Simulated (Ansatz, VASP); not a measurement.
**Cross-check of Cs11Li17F28 between VASP and Ansatz**

One calculation is typed for both programs; each brings its own data sets. How far apart do they land? The structure shown is frame 47 of Ansatz's trajectory.

Main program and level: Ansatz 0.2.0; plane waves, with VASP 6.6.1 beside it; single point at RPBE.

### Step 1. The structure

The cell holds 112 atoms: 22 Cs, 34 Li and 56 F. Its edges and angles: a = 13.346 Å, b = 13.346 Å, c = 13.346 Å, α = 90.0°, β = 90.0°, γ = 90.0°.

### Step 2. Ansatz: dynamics, RPBE

Ansatz runs on its default PAW (the set named soft_2) files.

One frame of this run of dynamics is then solved in both programs, so the motion causes no difference.

File input.yaml:

```yaml
crystal:
  lattice:
    - [13.34624, 0.0, 0.0]
    - [0.0, 13.34624, 0.0]
    - [0.0, 0.0, 13.34624]
  atoms:
    - { symbol: Cs, position: [0.50696, 0.09783, 0.27736] }
    - { symbol: Cs, position: [0.93906, 0.69585, 0.0541] }
    - { symbol: Cs, position: [0.68465, 0.53488, 0.18269] }
    - { symbol: Cs, position: [0.45034, 0.71833, 0.79793] }
    - { symbol: Cs, position: [0.28887, 0.14382, 0.81702] }
    - { symbol: Cs, position: [0.45367, 0.3486, 0.01946] }
    - { symbol: Cs, position: [0.97842, 0.87344, 0.54703] }
    - { symbol: Cs, position: [0.04103, 0.24821, 0.04672] }
    - { symbol: Cs, position: [0.78844, 0.31379, 0.98935] }
    - { symbol: Cs, position: [0.90584, 0.23138, 0.37532] }
    - { symbol: Cs, position: [0.24378, 0.70823, 0.57399] }
    - { symbol: Cs, position: [0.2357, 0.07334, 0.40665] }
    - { symbol: Cs, position: [0.82612, 0.03237, 0.71429] }
    - { symbol: Cs, position: [0.53743, 0.74309, 0.29453] }
    - { symbol: Cs, position: [0.05084, 0.1661, 0.65357] }
    - { symbol: Cs, position: [0.50647, 0.39564, 0.7343] }
    - { symbol: Cs, position: [0.73762, 0.53681, 0.8019] }
    - { symbol: Cs, position: [0.90052, 0.38959, 0.59332] }
    - { symbol: Cs, position: [0.4415, 0.66537, 0.03663] }
    - { symbol: Cs, position: [0.67373, 0.82234, 0.61407] }
    - { symbol: Cs, position: [0.24396, 0.39405, 0.60112] }
    - { symbol: Cs, position: [0.42616, 0.97421, 0.57439] }
    - { symbol: Li, position: [0.22505, 0.35891, 0.94564] }
    - { symbol: Li, position: [0.26537, 0.5935, 0.22062] }
    - { symbol: Li, position: [0.65796, 0.2639, 0.22829] }
    - { symbol: Li, position: [0.76155, 0.0898, 0.17782] }
    - { symbol: Li, position: [0.6732, 0.82235, 0.97061] }
    - { symbol: Li, position: [0.28539, 0.36116, 0.19669] }
    - { symbol: Li, position: [0.25053, 0.51854, 0.79446] }
    - { symbol: Li, position: [0.70374, 0.19808, 0.53382] }
[... 76 atom lines left out ...]
    - { symbol: F, position: [0.08446, 0.73124, 0.4173] }
    - { symbol: F, position: [0.13686, 0.91541, 0.22633] }
    - { symbol: F, position: [0.84297, 0.89119, 0.87054] }
    - { symbol: F, position: [0.15384, 0.2969, 0.79466] }
    - { symbol: F, position: [0.6227, 0.54535, 0.621] }
    - { symbol: F, position: [0.25781, 0.21596, 0.26118] }
kpoints:
  mp_grid: { grid: [1, 1, 1] }
hamiltonian:
  xc: rpbe
scf:
  occupations: { method: fixed }
output:
  forces: true
md:
  timestep: 1.0
  n_steps: 140
  ensemble: nvt_langevin
  temperature: 300
  initial_velocities: maxwell_boltzmann
  seed: 9046
```

Started as:

```console
$ ansatz run input.yaml --threads 4 --pin off --max-ram 8192MiB --backend cpu --events-out ev --progress --plain --runs-dir out
```

Numbers of over 12 decimals in the logs are rounded to 6 here.

The log of the run:

```text
Warning: md: disabling space-group detection — thermal motion breaks the input geometry's symmetry, so no spatial operation reduces the k-mesh or symmetrises the density; time reversal is kept, so that k and −k are solved as one point where they differ and the mesh holds both, and exact exchange and, on two spinor components, a DFT+U term hold to it where the run has them: on two components no moment then forms, and  [...]
Engine: ansatz 0.2.0, aarch64-unknown-linux-gnu
Pseudopotentials: kind: paw
Pseudopotential: Cs, paw, valence charge 9, recommended cutoff 420 eV (normal), Cs.paw.azcp
Pseudopotential: Li, paw, valence charge 3, recommended cutoff 420 eV (normal), Li.paw.azcp
Pseudopotential: F, paw, valence charge 7, recommended cutoff 420 eV (normal), F.paw.azcp
Functional definition: RPBE
  parameter kappa = 0.804
  parameter beta = 0.066725
  exchange = rpbe_x(kappa = kappa, mu = beta*pi^2/3)
  correlation = pbe_c(beta = beta)
Crystal: 112 atoms, lattice volume = 2377.261 Å³
Basis set: ecut = 420 eV, 46585 PW (Γ), exchange–correlation on 180×180×180 points (8 copies of the dense FFT grid, shifted against one another)
Bands: 458, of which v1, the nominal top of the filled ones, is band 346 counted from 1 (345 counted from 0)
Symmetry: 1 space group operations
k-points: 1
Non-local potential: Cs, projectors of the file, l = 0: 3, l = 1: 2, l = 2: 2, l = 3: 2
Non-local potential: Li, projectors of the file, l = 0: 3, l = 1: 2, l = 2: 1
Non-local potential: F, projectors of the file, l = 0: 2, l = 1: 2, l = 2: 1
PAW form: soft (Blöchl's): semilocal exchange-correlation on the pseudo side does not see the compensation charge
PAW frozen core: Cs, regenerated for the run's functional, and the local potential with it (the file was generated under x = pbe(κ = 0.804, μ = 0.219515), c = pbe(β = 0.066725))
PAW frozen core: F, regenerated for the run's functional, and the local potential with it (the file was generated under x = pbe(κ = 0.804, μ = 0.219515), c = pbe(β = 0.066725))
PAW one-centre angular grid: Cs, 194 points (default); XC on 64 Gauss nodes
PAW one-centre angular grid: Li, 110 points (default); XC on 64 Gauss nodes
PAW one-centre angular grid: F, 110 points (default); XC on 64 Gauss nodes
Initial density: superposition of atomic densities (neutral atoms: chi_scale 0, normalization atom), corrected by the library's trained network
Initial wavefunctions: pseudopotential atomic-orbital guess
Functional: x = rpbe, c = pbe(β = 0.066725)
SCF iter   1: F=—  HF=-177475.539604 eV  |F-HF|=—  |Δ(HF+E_count)|=         —  Δρ=4.24e-3  dr2=4.59e-1  ethr=1.77e-3  ⟨swp⟩=6.0  Hψ=1442  notcnv=0  defer=109
preconditioner: auto → Resta (q_TF=auto, 2.221 Å⁻¹)  ε∞=2.6  [insulator: Δε(μ)=4.554 eV  Ē_g=15.170 eV  n_scr=460 (ndim 8)  ℏωp=19.0 eV  f_vac=0.199  ε∞_Penn≈2.6]
SCF iter   2: F=—  HF=-177475.445783 eV  |F-HF|=—  |Δ(HF+E_count)|=   9.38e-2  Δρ=2.34e-3  dr2=5.88e-2  ethr=6.64e-5  ⟨swp⟩=2.0  Hψ=779  notcnv=0  defer=110
SCF iter   3: F=—  HF=-177475.437028 eV  |F-HF|=—  |Δ(HF+E_count)|=   8.76e-3  Δρ=8.12e-4  dr2=1.90e-2  ethr=8.50e-6  ⟨swp⟩=3.0  Hψ=656  notcnv=0  defer=106
automatic band count: iteration 3 solves 454 bands in place of 458: the levels show a gap, and the empty bands left out lie too high to hold charge; the band table lists the bands solved (type scf.n_extra_bands for more)
SCF iter   4: F=—  HF=-177475.436436 eV  |F-HF|=—  |Δ(HF+E_count)|=   5.92e-4  Δρ=4.21e-4  dr2=4.76e-3  ethr=2.75e-6  ⟨swp⟩=3.0  Hψ=615  notcnv=0  defer=106
SCF iter   5: F=—  HF=-177475.435947 eV  |F-HF|=—  |Δ(HF+E_count)|=   4.89e-4  Δρ=1.35e-4  dr2=4.86e-4  ethr=6.87e-7  ⟨swp⟩=2.0  Hψ=659  notcnv=0  defer=106
SCF iter   6: F=—  HF=-177475.435973 eV  |F-HF|=—  |Δ(HF+E_count)|=   2.60e-5  Δρ=2.36e-5  dr2=2.09e-5  ethr=7.02e-8  ⟨swp⟩=2.0  Hψ=623  notcnv=0  defer=106
SCF iter   7: F=—  HF=-177475.435143 eV  |F-HF|=—  |Δ(HF+E_count)|=   8.30e-4  Δρ=1.93e-5  dr2=5.88e-6  ethr=3.02e-9  ⟨swp⟩=2.0  Hψ=802  notcnv=0  defer=106
SCF iter   8: F=—  HF=-177475.435143 eV  |F-HF|=—  |Δ(HF+E_count)|=   1.71e-8  Δρ=4.55e-6  dr2=3.71e-7  ethr=8.50e-10  ⟨swp⟩=2.0  Hψ=663  notcnv=0  defer=106
SCF iter   9: F=-177475.435143 eV  HF=-177475.435143 eV  |F-HF|=5.68e-9  |Δ(HF+E_count)|=   5.09e-7  Δρ=1.29e-6  dr2=3.62e-8  ethr=1.45e-11  ⟨swp⟩=4.0  Hψ=1388  notcnv=0
SCF 1 converged in 9 iterations: F = -177475.435143 eV  dr2 = 3.62e-8
[...]
automatic band count: iteration 1 solves 454 bands in place of 458: the levels show a gap, and the empty bands left out lie too high to hold charge; the band table lists the bands solved (type scf.n_extra_bands for more)
md step   139: t =   139.00 fs  T =   401.8 K  F+E_penalty+E_count = -177484.03206333 eV  E_kin = 5.817610 eV  (5 SCF iters)
iter 1 solved again at ethr=1.66e-6 eV; its pass at ethr=3.10e-3 eV (dr2=1.15e-2 eV) is discarded
SCF iter   1: F=—  HF=-177484.017794 eV  |F-HF|=—  |Δ(HF+E_count)|=         —  Δρ=1.03e-3  dr2=1.17e-2  ethr=1.66e-6  ⟨swp⟩=2.0  Hψ=1522  notcnv=0  defer=106
automatic band count: iteration 1 solves 454 bands in place of 458: the levels show a gap, and the empty bands left out lie too high to hold charge; the band table lists the bands solved (type scf.n_extra_bands for more)
preconditioner: auto → Resta (q_TF=auto, 2.221 Å⁻¹)  ε∞=2.7  [insulator: Δε(μ)=4.815 eV  Ē_g=14.615 eV  n_scr=460 (ndim 8)  ℏωp=19.0 eV  f_vac=0.212  ε∞_Penn≈2.7]
SCF iter   2: F=—  HF=-177484.018746 eV  |F-HF|=—  |Δ(HF+E_count)|=   9.52e-4  Δρ=5.22e-4  dr2=2.86e-3  ethr=1.66e-6  ⟨swp⟩=2.0  Hψ=501  notcnv=0  defer=106
SCF iter   3: F=—  HF=-177484.019705 eV  |F-HF|=—  |Δ(HF+E_count)|=   9.58e-4  Δρ=2.15e-4  dr2=6.83e-4  ethr=4.14e-7  ⟨swp⟩=2.0  Hψ=640  notcnv=0  defer=106
SCF iter   4: F=—  HF=-177484.019555 eV  |F-HF|=—  |Δ(HF+E_count)|=   1.50e-4  Δρ=3.52e-5  dr2=2.86e-5  ethr=9.87e-8  ⟨swp⟩=2.0  Hψ=656  notcnv=0  defer=103
SCF iter   5: F=—  HF=-177484.020227 eV  |F-HF|=—  |Δ(HF+E_count)|=   6.73e-4  Δρ=1.32e-5  dr2=2.94e-6  ethr=4.13e-9  ⟨swp⟩=2.0  Hψ=697  notcnv=0  defer=103
SCF iter   6: F=—  HF=-177484.020228 eV  |F-HF|=—  |Δ(HF+E_count)|=   5.52e-7  Δρ=6.73e-6  dr2=7.15e-7  ethr=4.24e-10  ⟨swp⟩=2.0  Hψ=663  notcnv=0  defer=103
SCF iter   7: F=-177484.020228 eV  HF=-177484.020228 eV  |F-HF|=5.53e-9  |Δ(HF+E_count)|=   1.93e-7  Δρ=1.66e-6  dr2=5.89e-8  ethr=1.45e-11  ⟨swp⟩=2.0  Hψ=1493  notcnv=0
SCF 141 converged in 7 iterations: F = -177484.020228 eV  dr2 = 5.89e-8
md step   140: t =   140.00 fs  T =   400.3 K  F+E_penalty+E_count = -177484.02022825 eV  E_kin = 5.794769 eV  (7 SCF iters)
SCF converged after 7 iterations
Free energy (F): -177484.020228 eV
Harris-Foulkes:  -177484.020228 eV  (|F-HF|=5.53e-9)
Internal energy: -177484.020228 eV  (E = F + TS)
E sigma→0 (E₀):  -177484.020228 eV
Fermi energy:    0.626643 eV
--- Per-component energies (eV) ---
  E_band       = -6680.375586
  E_kinetic    = 15528.634356
  E_local      = -56667.408341  (includes V_loc(G=0)·N_el)
  E_nonlocal   = 3571.606134
  E_hartree    = 22250.869766
  E_xc         = -8787.219011
  E_vxc        = -9081.633674  (∫ρ·V_xc dr)
  E_paw        = -123705.375893  (= ΣΔE_a)
  E_vpaw       = -4533.424824  (= ΣTr[D̂ρ^β])
  E_aug_tail   = 0.116484  (compensation charges beyond the density's cutoff)
  E_ewald      = -29672.807042
  E_core_change = -2.436683  (= ΣΔE_core)
  E_smearing   = -0.000000  (= −TS)
  E_closure    = 0.000000  (closes the sum)
  Σ components = -177484.020228   (vs F -177484.020228, Δ=0.00e0)
--- Forces (eV/Å), atoms counted from 1 ---
  atom   1  Cs     0.17371725    -0.04278818     0.09022247
  atom   2  Cs     0.48356853     0.17549666     0.46142481
  atom   3  Cs    -0.47540563     0.17337618    -0.14710084
  atom   4  Cs     0.10689088    -0.15169904     0.17661020
  atom   5  Cs    -0.08757740    -0.21076903     0.11549553
  atom   6  Cs    -0.00715517     0.00862714     0.18301462
  atom   7  Cs     0.28083762    -0.06056514    -0.54215817
  atom   8  Cs     0.26394558    -0.02113450    -0.10845698
  atom   9  Cs    -0.14316892     0.12171246    -0.67336106
  atom  10  Cs     0.04718161    -0.22041443     0.34954988
  atom  11  Cs     0.36911166    -0.35235199     0.02405406
  atom  12  Cs    -0.32822757     0.35674020     0.49282922
  atom  13  Cs    -0.06036948     0.51148368     0.29533071
  atom  14  Cs    -0.39445865     0.14043538     0.34927677
  atom  15  Cs     0.04089607     0.31119294    -0.15301164
  atom  16  Cs    -0.10232105     0.28573564    -0.18871656
  atom  17  Cs    -0.59540099     0.08122928    -0.14858959
  atom  18  Cs     0.00379368     0.09955062     0.18023843
  atom  19  Cs     0.21559783     0.05562890     0.34324198
  atom  20  Cs    -0.46055595    -0.70075004    -0.50837413
  atom  21  Cs     0.42319558     0.46808295     0.12769801
  atom  22  Cs     0.06701976     0.05028686     0.26591076
  atom  23  Li     0.53411439    -0.00900550    -0.13933811
  atom  24  Li     0.59456602     0.69462266    -0.92996489
[...]
atom 105  F     -0.50841694    -0.01567346    -0.58878853
  atom 106  F     -0.38036895     0.29097393    -0.13928347
  atom 107  F     -0.20322707    -0.31919767     0.40046478
  atom 108  F      0.19759825     0.51761022    -0.45866591
  atom 109  F      0.05715059     0.30534101     0.14190652
  atom 110  F      0.18108361    -0.11807190     0.19479475
  atom 111  F      0.56966530    -0.19634640     0.14983499
  atom 112  F     -0.03400858    -0.66739264     0.44187949
  max |Σ_I F_I| component: 5.63e-5 eV/Å
--- MD trajectory: 140 steps, t = 0.0 → 140.0 fs ---
  final state: T = 400.3 K   F+E_penalty+E_count = -177484.02022825 eV   E_kin = 5.794769 eV
```

The column dr2 measures how far the density is from self-consistency, as an energy; F and HF (Harris–Foulkes) agree once it is small.

### Step 3. VASP: single point, RPBE

The same cell, functional and mesh now go to VASP, with its own data sets.

Lines of VASP's logs that name or quote its potential files are left out, and so is its time.

File INCAR:

```
SYSTEM = Cs11Li17F28
PREC = Accurate
ENCUT = 650
EDIFF = 1E-06
NELM = 120
ISMEAR = 0
SIGMA = 0.01
LREAL = Auto
ALGO = Normal
GGA = RP
NBANDS = 432
LORBIT = 11
LWAVE = .FALSE.
LCHARG = .FALSE.
ISIF = 2
LASPH = .TRUE.
GGA_COMPAT = .FALSE.
EFERMI = MIDGAP
NCORE = 4
```

File POSCAR:

```
Cs11Li17F28
1.0
   13.3462400000      0.0000000000      0.0000000000
    0.0000000000     13.3462400000      0.0000000000
    0.0000000000      0.0000000000     13.3462400000
Cs Li F
22 34 56
Direct
    0.5019840794      0.0969336682      0.2800564054
    0.9348175966      0.6970127916      0.0473841322
    0.6945926343      0.5342928046      0.1793613782
    0.4602794495      0.7200155250      0.7903124775
    0.2860131393      0.1446549740      0.8309231664
    0.4531013978      0.3458052605      0.0126028005
    0.9811002949      0.8739015633      0.5534967152
    0.0337698108      0.2547758770      0.0516699835
    0.7849626561      0.3121253626      0.9922345170
    0.9089975903      0.2220175870      0.3696321960
    0.2370855012      0.7065210876      0.5701530918
    0.2410341789      0.0716306615      0.4037841370
    0.8305035725      0.0264793680      0.7103274031
    0.5366979764      0.7433404464      0.2980090273
    0.0490849857      0.1677401276      0.6510372959
    0.5143396192      0.3945830436      0.7360125399
    0.7338021795      0.5354916441      0.8055677105
    0.9031082912      0.3945980291      0.5945344906
    0.4357556885      0.6675588031      0.0321139137
    0.6698665692      0.8277012852      0.6125845182
    0.2403598317      0.3939536529      0.6010007313
    0.4325338073      0.9727458820      0.5674332246
    0.1888846596      0.3819277939      0.9303219484
    0.2843722277      0.5832878773      0.1995243604
    0.6684129762      0.2744368451      0.2227518762
    0.7617950824      0.0755268900      0.1699280097
    0.6272852878      0.8038443786      0.9863826816
    0.2619389431      0.3506905316      0.1767988587
    0.2724662527      0.5309360539      0.8059123768
    0.6627035030      0.1743187594      0.5308161699
[... 76 atom lines left out ...]
    0.0787937277      0.7366494234      0.4164169084
    0.1192320833      0.8907452586      0.2093548445
    0.8324666723      0.8966645287      0.8703350157
    0.1499073896      0.3129195938      0.8066316805
    0.6184438464      0.5621208670      0.5938901144
    0.2517488072      0.2367108639      0.2586346417
```

File KPOINTS:

```
Automatic mesh
0
Gamma
1 1 1
0 0 0
```

Potentials, in the order of the species: Cs_sv, Li_sv and F (PBE family, release 64).

Started as:

```console
$ mpirun -np 16 vasp_gam
```

The log of the run:

```text
[banner, memory and clock lines left out]
running   16 mpi-ranks, on    1 nodes
[...]
|                                                                             |
|               ----> ADVICE to this user running VASP <----                  |
|                                                                             |
|     You enforced a specific xc type in the INCAR file but a different       |
|     [... a line on the potential file left out ...]
|     I HOPE YOU KNOW WHAT YOU ARE DOING!                                     |
|                                                                             |

 LDA part: xc-table for (Slater+PW92), standard interpolation
 POSCAR, INCAR and KPOINTS ok, starting setup
[...]
entering main loop
       N       E                     dE             d eps       ncg     rms          rms(c)
DAV:   1     0.931040697175E+04    0.93104E+04   -0.40923E+05   864   0.191E+03
DAV:   2     0.647052305003E+03   -0.86634E+04   -0.82746E+04  1048   0.460E+02
DAV:   3    -0.455876390992E+03   -0.11029E+04   -0.10967E+04  1016   0.165E+02
DAV:   4    -0.528847033621E+03   -0.72971E+02   -0.72591E+02  1384   0.393E+01
[...]
DAV:  21    -0.463928418733E+03    0.15082E-05   -0.31933E-06   792   0.389E-03    0.375E-03
DAV:  22    -0.463928417486E+03    0.12466E-05   -0.19484E-06   680   0.428E-03    0.167E-03
DAV:  23    -0.463928417285E+03    0.20138E-06   -0.19637E-06   688   0.318E-03
   1 F= -.46392842E+03 E0= -.46392842E+03  d E =0.000000E+00
```

Parts of OUTCAR (step 3):

```text
  FREE ENERGIE OF THE ION-ELECTRON SYSTEM (eV)
  ---------------------------------------------------
  free  energy   TOTEN  =      -463.9284172848 eV

  energy  without entropy=     -463.9284172848  energy(sigma->0) =     -463.92841728
```

The run ends at a pressure of 0.52 GPa, with forces up to 2.2 eV/Å.

### Step 4. Comparison

Known differences besides the potentials themselves: fixed occupations in Ansatz, narrow Gaussian smearing in VASP; the cutoff is 420 eV in Ansatz and 650 eV in VASP (PREC = Accurate, projectors in real space); Ansatz makes its cores anew for this functional, VASP keeps those of its PBE data sets. Total energies have different zeros and are not compared.

Forces on 7 of the 112 atoms, those with the largest forces and the largest differences (eV/Å; atoms numbered as in POSCAR):

```
atom          Ansatz x, y, z            VASP x, y, z
Li24    -1.058, 0.788, 1.330    -1.110, 0.881, 1.434
Li30     1.684, 0.657, 1.009     1.787, 0.724, 1.071
Li55    -0.282, 1.373, 0.056    -0.311, 1.511, 0.050
 F60  -0.402, -1.443, -0.796  -0.438, -1.524, -0.807
 F88    0.943, -1.151, 0.822    1.013, -1.250, 0.876
F100   0.831, -0.693, -1.531   0.855, -0.790, -1.620
F111    1.364, -0.505, 0.835    1.455, -0.536, 0.858
```

The forces differ by 29 meV/Å r.m.s., which is 6.0 % of the r.m.s. force of 0.481 eV/Å (both taken over all components).

### Step 5. Outcome

| Quantity | Value |
| --- | --- |
| r.m.s. force difference (single point, RPBE) | 6.0 % of the r.m.s. force |

The r.m.s. force difference is 6.0 % of the r.m.s. force (single point, RPBE), beyond the 3 % picked in this series as the mark of a large difference. What causes the difference of the single point, RPBE pair stays open here. 2 further runs of this series are not shown here. Such differences can come from data sets, numerical settings and the points named under the comparisons, not from the functional's error against experiment.

[Lines on the potential files, build, host, timing and source positions are cut from VASP's logs without a mark.]

[Logs are printed without paths, hosts, clocks, repeated set-up lines and the standing remarks that a program may print on its own settings, such as how far it seeks lower states.]

[Hosts, paths, dates, database ids (printed as entryN), source tags and the programs' standing remarks are cut or masked in the printed files.]
